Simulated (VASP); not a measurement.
Here is the system:

```xyz
3
Lattice="3.8451 0.0000 0.0000 -1.9225 3.3299 0.0000 0.0000 0.0000 18.6083" Properties=species:S:1:pos:R:3 pbc="T T T"
Se     1.9225     1.1100     7.8063
Se     0.0000     2.2200    10.8020
Sn     0.0000     0.0000     9.3042
```

All values below come from PBE GGA with D3 dispersion (Becke-Johnson damping), VASP's PBE PAW potentials (set 64) (plane waves; VASP). Numerical set-up: PREC = Normal, EDIFF = 1E-5, 400 eV cut-off, 12×12×1 Γ-centred mesh, Gaussian smearing of 0.050 eV, potentials Se Sn_d.

Problem. The ions and cell shape at fixed volume are relaxed. Give the cell that the relaxation ends in.

Solution. 
```xyz
3
Lattice="3.8280 0.0000 0.0000 -1.9140 3.3152 0.0000 0.0000 0.0000 18.7743" Properties=species:S:1:pos:R:3 pbc="T T T"
Se     1.9140     1.1051     7.7893
Se     0.0000     2.2101    10.9850
Sn     3.8280     0.0000     9.3872
```

Problem. How much energy does the relaxation gain?

Solution. The energy (σ→0) changes by -31.6 meV/atom, in 8 ionic steps.

```
step  E(σ→0) (eV)  max force (eV/Å)  pressure (GPa)  volume (Å³)
----  -----------  ----------------  --------------  -----------
1        -12.5184             0.975            1.12       238.26
2        -12.6017             0.321            0.52       238.26
3        -12.6081             0.092            0.32       238.26
4        -12.6082             0.072            0.30       238.26
5        -12.6103             0.062            0.23       238.26
6        -12.6132             0.033            0.02       238.26
7        -12.6132             0.030            0.00       238.26
8        -12.6132             0.029           -0.01       238.26
```

The cell is a sheet with vacuum, built from SnSe2 (1T layered).
